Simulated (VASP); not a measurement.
An input for Ansatz (written as the equivalent of a VASP run, and not itself run):

Ansatz 0.2 input:
```yaml
crystal:
  lattice:
    - [0.0000000, 1.9921010, 1.9921010]
    - [1.9921010, 0.0000000, 1.9921010]
    - [1.9921010, 1.9921010, 0.0000000]
  atoms:
    - { symbol: Li, position: [0.0000000, 0.0000000, 0.0000000] }
    - { symbol: F, position: [0.5000000, 0.5000000, 0.5000000] }
kpoints:
  mp_grid: { grid: [10, 10, 10] }
hamiltonian:
  xc: pbe
  pseudopotentials: { kind: paw }
scf:
  occupations: { method: gaussian, width: 0.01 }
  max_iter: 100
output: { forces: true, stress: true, eigenvalues: true }
```

Question: Translate this input to VASP (INCAR, KPOINTS, POSCAR, choice of POTCAR).

Answer: Several could match; the one computed here: 
### POSCAR
```
LiF
1.0
  0.0000000000   1.9921010000   1.9921010000
  1.9921010000   0.0000000000   1.9921010000
  1.9921010000   1.9921010000   0.0000000000
Li F
1 1
Cart
  0.0000000000   0.0000000000   0.0000000000
  1.9921010000   1.9921010000   1.9921010000
```

**INCAR**
```
# general
SYSTEM = LiF
PREC   = Accurate
ENCUT  = 400
LREAL  = .FALSE.   # projection in real space or not
LASPH  = .TRUE.   # aspherical one-centre terms

# electronic loop
EDIFF  = 1E-6
NELM   = 100   # most electronic steps
ALGO   = Normal

# smearing
ISMEAR = 0   # Gaussian
SIGMA  = 0.01   # width (eV)

# functional
GGA    = PE   # PBE

# ions
ISIF   = 2

# output
LWAVE  = .FALSE.
LCHARG = .FALSE.
```

**KPOINTS**
```
Automatic mesh
0
Gamma
10 10 10
0 0 0
```

POTCAR, in this order: Li_sv F (PBE.64 set). Program: vasp_std.

The two are equivalent in intent, not identical: each code has its own PAW files, so the cut-off isn't converted (ENCUT is set for VASP's; basis.ecutwfc is left out, and Ansatz then takes the one that its files recommend); Ansatz stops its SCF on the density residual and VASP on the energy change (EDIFF).

The structure comes from a computed database's LiF entry; how it stands against other phases isn't given here. The cell was not relaxed at this level.
